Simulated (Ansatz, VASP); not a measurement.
# MgSiS3 in two plane-wave programs, part 3 of 3

One calculation is typed for both programs; each brings its own data sets. How far apart do they land? The cell is generated by rule, not measured, and may not be a known phase. The cell is taken from a series of runs on this material, whose earlier steps may have relaxed, scaled, displaced or heated it; both programs get it as it stands.

VASP 6.6.1 and Ansatz 0.2.0.

So far: The structure; Ansatz: zone-centre phonons, LDA; VASP: zone-centre phonons, LDA.

## Step 3: VASP: zone-centre phonons, LDA (continued)

Level of this step: LDA; plane waves and PAW (Mg, Si, S); invented cell (VASP).

Numbers of over 12 decimals in the logs are rounded to 6 here.

Parts of OUTCAR (step 3):

```text
ion  position               nearest neighbor table
   1  0.000  0.000  0.000-   7 2.77   8 2.77   7 2.77   8 2.77   5 3.09   5 3.09   5 3.09   5 3.09

  LATTYP: Found a simple tetragonal cell.
 ALAT       =     4.3690450658
 C/A-ratio  =     2.1310195575

 Subroutine GETGRP returns: Found 16 space group operations
 (whereof  8 operations were pure point group operations)

The static configuration has the point symmetry D_2h.
 The point group associated with its full space group is D_4h.

 Found     45 irreducible k-points:

   k-points           NKPTS =     45   k-points in BZ     NKDIM =     45   number of bands    NBANDS=     34

   dimension x,y,z NGX =    36 NGY =   36 NGZ =   80
   dimension x,y,z NGXF=    72 NGYF=   72 NGZF=  160

   ENCUT  =  600.0 eV  44.10 Ry    6.64 a.u.   8.73  8.73 18.60*2*pi/ulx,y,z

   NELECT =      48.0000    total number of electrons

 k-points in reciprocal lattice and weights: Automatic mesh
   0.00000000  0.00000000  0.00000000       0.004
   0.12500000  0.00000000  0.00000000       0.016
   0.25000000  0.00000000  0.00000000       0.016
   0.37500000  0.00000000  0.00000000       0.016
   0.50000000  0.00000000  0.00000000       0.008
   0.12500000  0.12500000  0.00000000       0.016
   0.25000000  0.12500000  0.00000000       0.031
   0.37500000  0.12500000  0.00000000       0.031
   0.50000000  0.12500000  0.00000000       0.016
[...]
0.50000000  0.37500000  0.50000000       0.016
   0.50000000  0.50000000  0.50000000       0.004

 average (electrostatic) potential at core
       1 -36.7085       2 -36.7085       3 -85.9822       4 -85.9822       5 -86.1107
       6 -86.1107       7 -86.1733       8 -86.1733       9 -86.1733      10 -86.1733

 Eigenvectors and eigenvalues of the dynamical matrix
 ----------------------------------------------------

   1 f  =   12.499223 THz    78.534937 2PiTHz  416.929217 cm-1    51.692612 meV
             X         Y         Z           dx          dy          dz
      0.000000  0.000000  0.000000     0.010060   -0.004729   -0.000000
      0.000000  0.000000  4.655260    -0.001795    0.026506    0.000000
      2.184523  2.184523  2.327630    -0.125540   -0.330789    0.000000
      2.184523  2.184523  6.982890    -0.125540   -0.330789    0.000000
      2.184523  2.184523  0.000000    -0.003357   -0.279369   -0.000000
      2.184523  2.184523  4.655260    -0.106025   -0.008845   -0.000000
      2.184523  0.000000  1.696163    -0.032341    0.530040   -0.000000
      2.184523  0.000000  7.614357    -0.032341    0.530040   -0.000000
      0.000000  2.184523  2.959097     0.201159   -0.085216    0.000000
      0.000000  2.184523  6.351424     0.201159   -0.085216   -0.000000

   2 f  =   12.499223 THz    78.534937 2PiTHz  416.929217 cm-1    51.692612 meV
             X         Y         Z           dx          dy          dz
      0.000000  0.000000  0.000000     0.026506    0.001795   -0.000000
      0.000000  0.000000  4.655260    -0.004729   -0.010060    0.000000
      2.184523  2.184523  2.327630    -0.330789    0.125540   -0.000000
      2.184523  2.184523  6.982890    -0.330789    0.125540    0.000000
      2.184523  2.184523  0.000000    -0.008845    0.106025    0.000000
      2.184523  2.184523  4.655260    -0.279369    0.003357   -0.000000
      2.184523  0.000000  1.696163    -0.085216   -0.201159    0.000000
      2.184523  0.000000  7.614357    -0.085216   -0.201159   -0.000000
      0.000000  2.184523  2.959097     0.530040    0.032341   -0.000000
      0.000000  2.184523  6.351424     0.530040    0.032341    0.000000

   3 f  =   11.724806 THz    73.669130 2PiTHz  391.097436 cm-1    48.489880 meV
             X         Y         Z           dx          dy          dz
      0.000000  0.000000  0.000000    -0.000000   -0.000000    0.000000
      0.000000  0.000000  4.655260     0.000000    0.000000    0.000000
      2.184523  2.184523  2.327630     0.056797    0.375027   -0.000000
      2.184523  2.184523  6.982890    -0.056797   -0.375027   -0.000000
      2.184523  2.184523  0.000000    -0.000000    0.000000   -0.000000
      2.184523  2.184523  4.655260    -0.000000   -0.000000   -0.000000
      2.184523  0.000000  1.696163     0.018489   -0.577269    0.000000
      2.184523  0.000000  7.614357    -0.018489    0.577269   -0.000000
      0.000000  2.184523  2.959097    -0.087426    0.122081    0.000000
      0.000000  2.184523  6.351424     0.087426   -0.122081    0.000000

   4 f  =   11.724806 THz    73.669130 2PiTHz  391.097436 cm-1    48.489880 meV
             X         Y         Z           dx          dy          dz
      0.000000  0.000000  0.000000    -0.000000   -0.000000   -0.000000
      0.000000  0.000000  4.655260     0.000000    0.000000    0.000000
      2.184523  2.184523  2.327630     0.375027   -0.056797   -0.000000
      2.184523  2.184523  6.982890    -0.375027    0.056797    0.000000
      2.184523  2.184523  0.000000    -0.000000   -0.000000   -0.000000
      2.184523  2.184523  4.655260     0.000000   -0.000000   -0.000000
      2.184523  0.000000  1.696163     0.122081    0.087426    0.000000
      2.184523  0.000000  7.614357    -0.122081   -0.087426   -0.000000
      0.000000  2.184523  2.959097    -0.577269   -0.018489    0.000000
      0.000000  2.184523  6.351424     0.577269    0.018489    0.000000

   5 f  =   10.209899 THz    64.150688 2PiTHz  340.565573 cm-1    42.224731 meV
             X         Y         Z           dx          dy          dz
      0.000000  0.000000  0.000000     0.000000   -0.000000   -0.000000
      0.000000  0.000000  4.655260    -0.000000    0.000000   -0.000000
      2.184523  2.184523  2.327630     0.000000    0.000000    0.672267
      2.184523  2.184523  6.982890    -0.000000    0.000000   -0.672267
      2.184523  2.184523  0.000000    -0.000000    0.000000   -0.000000
      2.184523  2.184523  4.655260    -0.000000   -0.000000    0.000000
      2.184523  0.000000  1.696163     0.000000    0.000000   -0.155012
      2.184523  0.000000  7.614357    -0.000000   -0.000000    0.155012
      0.000000  2.184523  2.959097    -0.000000   -0.000000   -0.155012
      0.000000  2.184523  6.351424     0.000000   -0.000000    0.155012

   6 f  =    9.204154 THz    57.831407 2PiTHz  307.017542 cm-1    38.065307 meV
             X         Y         Z           dx          dy          dz
      0.000000  0.000000  0.000000     0.000000   -0.000000   -0.021351
      0.000000  0.000000  4.655260    -0.000000    0.000000    0.021351
      2.184523  2.184523  2.327630     0.000000    0.000000   -0.000000
      2.184523  2.184523  6.982890    -0.000000    0.000000    0.000000
      2.184523  2.184523  0.000000    -0.000000    0.000000   -0.684817
      2.184523  2.184523  4.655260    -0.000000   -0.000000    0.684817
      2.184523  0.000000  1.696163    -0.000000   -0.000000    0.123631
      2.184523  0.000000  7.614357    -0.000000   -0.000000    0.123631
      0.000000  2.184523  2.959097     0.000000   -0.000000   -0.123631
      0.000000  2.184523  6.351424    -0.000000   -0.000000   -0.123631

   7 f  =    8.156941 THz    51.251569 2PiTHz  272.086251 cm-1    33.734380 meV
             X         Y         Z           dx          dy          dz
      0.000000  0.000000  0.000000    -0.000000   -0.000000   -0.014812
      0.000000  0.000000  4.655260     0.000000    0.000000   -0.014812
      2.184523  2.184523  2.327630    -0.000000   -0.000000    0.056946
      2.184523  2.184523  6.982890     0.000000    0.000000    0.056946
      2.184523  2.184523  0.000000    -0.000000    0.000000   -0.588758
      2.184523  2.184523  4.655260     0.000000   -0.000000   -0.588758
      2.184523  0.000000  1.696163     0.000000    0.000000    0.273772
      2.184523  0.000000  7.614357     0.000000   -0.000000    0.273772
      0.000000  2.184523  2.959097    -0.000000   -0.000000    0.273772
      0.000000  2.184523  6.351424     0.000000   -0.000000    0.273772

   8 f  =    7.085006 THz    44.516406 2PiTHz  236.330366 cm-1    29.301218 meV
             X         Y         Z           dx          dy          dz
      0.000000  0.000000  0.000000     0.000000   -0.000000    0.443743
      0.000000  0.000000  4.655260    -0.000000    0.000000   -0.443743
      2.184523  2.184523  2.327630     0.000000    0.000000    0.000000
      2.184523  2.184523  6.982890     0.000000    0.000000    0.000000
      2.184523  2.184523  0.000000    -0.000000    0.000000   -0.149137
      2.184523  2.184523  4.655260     0.000000   -0.000000    0.149137
      2.184523  0.000000  1.696163    -0.000000   -0.000000   -0.374733
      2.184523  0.000000  7.614357    -0.000000   -0.000000   -0.374733
      0.000000  2.184523  2.959097    -0.000000   -0.000000    0.374733
      0.000000  2.184523  6.351424     0.000000   -0.000000    0.374733

   9 f  =    7.011033 THz    44.051621 2PiTHz  233.862898 cm-1    28.995291 meV
             X         Y         Z           dx          dy          dz
      0.000000  0.000000  0.000000    -0.000000    0.000000    0.000000
      0.000000  0.000000  4.655260    -0.000000    0.000000   -0.000000
      2.184523  2.184523  2.327630     0.000000   -0.000000   -0.000000
      2.184523  2.184523  6.982890    -0.000000    0.000000   -0.000000
      2.184523  2.184523  0.000000     0.000000    0.000000   -0.000000
      2.184523  2.184523  4.655260    -0.000000   -0.000000    0.000000
      2.184523  0.000000  1.696163     0.000000    0.000000    0.500000
      2.184523  0.000000  7.614357     0.000000    0.000000   -0.500000
      0.000000  2.184523  2.959097     0.000000    0.000000   -0.500000
      0.000000  2.184523  6.351424    -0.000000   -0.000000    0.500000
    [... 271 further lines ...]
      0.000000  2.184523  2.959097    -0.050115   -0.029578   -0.000000
      0.000000  2.184523  6.351424    -0.050115   -0.029578   -0.000000

 ELASTIC MODULI CONTR FROM IONIC RELAXATION (kBar)
 Direction    XX          YY          ZZ          XY          YZ          ZX
 --------------------------------------------------------------------------------
 XX        -359.4612    336.1442     39.8033      0.0000     -0.0000      0.0000
 YY         336.1442   -359.4612     39.8033      0.0000      0.0000     -0.0000
 ZZ          39.8033     39.8033   -135.8927      0.0000     -0.0000     -0.0000
 XY           0.0000      0.0000      0.0000      0.0000      0.0000      0.0000
 YZ          -0.0000      0.0000     -0.0000      0.0000   -387.0182      0.0000
 ZX           0.0000     -0.0000     -0.0000      0.0000      0.0000   -294.6822
 --------------------------------------------------------------------------------
```

## Step 4: Comparison

Known differences besides the potentials themselves: the two LDA forms differ slightly; the data sets hold 64 valence electrons in Ansatz (on its PAW soft_1 files) and 48 in VASP; the cutoff is 420 eV in Ansatz and 600 eV in VASP; VASP's log shows a relativistic correction to its local exchange, Ansatz's none. Total energies have different zeros and are not compared.

Zone-centre modes by rising frequency (cm⁻¹; imaginary ones negative):

| program | modes |
| --- | --- |
| Ansatz | -128.3, -128.3, -67.5, -67.5, 0.0, 0.0, 0.0, 96.4, 96.4, 100.4, 103.9, 103.9, 124.8, 188.5, 188.5, 191.1, 191.1, 191.7, 192.8, 196.6, 196.6, 233.6, 236.1, 272.7, 307.2, 341.1, 393.0, 393.0, 418.5, 418.5 |
| VASP | -128.9, -128.9, -68.4, -68.4, -0.3, -0.3, -0.2, 95.3, 95.3, 99.4, 104.1, 104.1, 124.0, 188.7, 188.7, 189.2, 191.0, 191.0, 193.1, 196.1, 196.1, 233.9, 236.3, 272.1, 307.0, 340.6, 391.1, 391.1, 416.9, 416.9 |

The two lists differ in the order or number of single and degenerate modes, so they aren't paired one by one; the r.m.s. figure in the results sets the two lists side by side in order.

## Step 5: Summary of results

```
r.m.s. difference of the optical zone-centre modes, each program's sorted by frequency (zone-centre phonons, LDA) : 0.95 cm⁻¹
```

What this shows: The r.m.s. difference of the optical zone-centre modes, each program's sorted by frequency is 0.95 cm⁻¹ (zone-centre phonons, LDA). The data sets hold unlike numbers of valence electrons (64 in Ansatz and 48 in VASP), so part of the differences comes from the potentials. Such differences can come from data sets, numerical settings and the points named under the comparisons, not from the functional's error against experiment.

[Lines on the potential files, build, host, timing and source positions are cut from VASP's logs without a mark.]

[Logs are printed without paths, hosts, clocks, repeated set-up lines and the standing remarks that a program may print on its own settings, such as how far it seeks lower states.]

[Hosts, paths, dates, database ids (printed as entryN), source tags and the programs' standing remarks are cut or masked in the printed files.]
